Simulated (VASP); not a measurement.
A run of VASP 6.6.1:

File INCAR:

```
SYSTEM = MnV
PREC = Accurate
ENCUT = 600
EDIFF = 1E-6
ISMEAR = 0
SIGMA = 0.1
LREAL = .False.
LASPH = .True.
NELM = 100
ALGO = Normal
ISIF = 3
LWAVE = .False.
LCHARG = .False.
GGA = PS
IBRION = 2
NSW = 70
EDIFFG = -0.005
```

KPOINTS

```
regular mesh
0
Gamma
  14 14 14
  0 0 0
```

File POSCAR:

```
MnV
1.0
    2.8714344287      0.0000000000      0.0000000000
    0.0000000000      2.8714344287      0.0000000000
    0.0000000000      0.0000000000      2.8714344287
Mn V
1 1
Direct
    0.0000000000      0.0000000000      0.0000000000
    0.5000000000      0.5000000000      0.5000000000
```

Potentials or basis: VASP PAW PBE potentials, release 64 (Mn_pv, V_sv).

Command:

```console
$ cat potpaw_PBE.64/Mn_pv/POTCAR potpaw_PBE.64/V_sv/POTCAR > POTCAR
$ mpirun -np 1 vasp_std > vasp.out
```

Hardware: 1 thread of AMD EPYC 9R45 96-Core Processor (Zen 5), with other jobs on the host.

Problem. How long does it take, and how much memory?

Solution. Run time: 57 s on 1 thread of AMD EPYC 9R45 96-Core Processor (Zen 5), on a shared host, peak memory 0.17 GiB. Counts: scf iterations 42, k points 120, ion steps 4.
